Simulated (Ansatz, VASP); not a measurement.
This is a calculation of SiF for VASP 6.6.1. The cell comes from a database or a generator and needn't be the stable form of this composition.

The input INCAR:

```
SYSTEM = SiF
ALGO     = Normal         ! electronic algorithm
EDIFF    = 1E-6           ! SCF threshold, eV
EDIFFG   = -0.02          ! ionic threshold
ENCUT    = 600            ! plane-wave cutoff, eV
GGA      = PE             ! functional
IBRION   = 2              ! ionic algorithm
ISIF     = 3              ! what is computed and relaxed
ISMEAR   = -1             ! smearing method
IVDW     = 13             ! dispersion correction
LASPH    = .TRUE.         ! aspherical terms in the spheres
LCHARG   = .FALSE.        ! write CHGCAR
LREAL    = .FALSE.        ! projectors in reciprocal space
LWAVE    = .FALSE.        ! write WAVECAR
NELM     = 60             ! most SCF steps
NSW      = 60             ! ionic steps
PREC     = Accurate       ! precision mode
SIGMA    = 0.05           ! smearing width, eV
```

KPOINTS

```
k-points
0
G
  9 9 9
  0 0 0
```

Contents of POSCAR:

```
SiF
1.0
    3.0286000000      0.0000000000      0.0000000000
    0.0000000000      3.0286000000      0.0000000000
    0.0000000000      0.0000000000      3.0286000000
Si F
1 1
Direct
    0.5000000000      0.5000000000      0.5000000000
    0.0000000000      0.0000000000      0.0000000000
```

Potentials or basis: VASP PAW PBE potentials, release 64 (Si, F).

The run is started by

```console
$ cat potpaw_PBE.64/Si/POTCAR potpaw_PBE.64/F/POTCAR > POTCAR
$ mpirun -np 1 vasp_std > vasp.out
```

Set up the same calculation for Ansatz 0.2.0. Potentials or basis there: Ansatz PAW, cutoff 420 eV.

As run (cutoffs and basis follow the program's own potentials, and thresholds, step limits or extra output files can differ):

Contents of input.yaml:

```yaml
crystal:
  lattice:
    - [3.0286, 0.0, 0.0]
    - [0.0, 3.0286, 0.0]
    - [0.0, 0.0, 3.0286]
  atoms:
    - { symbol: Si, position: [0.5, 0.5, 0.5] }
    - { symbol: F, position: [0.0, 0.0, 0.0] }
hamiltonian:
  xc: pbe
  pseudopotentials: { kind: paw }
  dispersion: d4
kpoints:
  mp_grid: { grid: [9, 9, 9] }
scf:
  occupations: { method: fermi_dirac, width: 0.05 }
output:
  forces: true
  stress: true
  eigenvalues: true
relax:
  f_tol: 0.01
  max_steps: 40
  cell: { stress_tol: 0.05 }
```

Potentials or basis: Ansatz PAW.

Command:

```bash
$ ansatz run input.yaml --threads 2 --pin off --max-ram 5632MiB --backend cpu --events-out ev --progress --plain --runs-dir out
```

Both were run:

|  | VASP | Ansatz |
| --- | --- | --- |
| Relaxed volume | 13.86 Å³/atom | 13.88 Å³/atom |
| Relaxed cell | a = 3.027 Å, b = 3.027 Å, c = 3.027 Å, α = 90.00°, β = 90.00°, γ = 90.00° | a = 3.028 Å, b = 3.028 Å, c = 3.028 Å, α = 90.00°, β = 90.00°, γ = 90.00° |
| Space group after relaxing | Pm-3m (No. 221) | Pm-3m (No. 221) |
| Pressure after relaxing | 0.0 GPa | 0.0 GPa |

Ansatz's pressure holds a Pulay term of +0.46 GPa for its cutoff of 420 eV, which the other run lacks.

Where Ansatz's input types no cutoff or centring, it takes its own default and a Γ-centred mesh.

Pressure is positive in compression.
